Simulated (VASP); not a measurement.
Level of theory: PBE GGA, VASP's PBE PAW potentials (set 64) (plane waves; VASP). Each cell was relaxed at this level, without spin-orbit coupling.

Problem. Which of these comes out without a gap?
A. MgI2, P-3m1 (164)
B. Bi2Se3, R-3m (166)
C. TaC, Fm-3m (225)
D. AlN, P6_3mc (186)

Solution. C, TaC, Fm-3m (225). The others have gaps of 4.05 eV (AlN, P6_3mc (186)), 3.61 eV (MgI2, P-3m1 (164)), 0.57 eV (Bi2Se3, R-3m (166)).
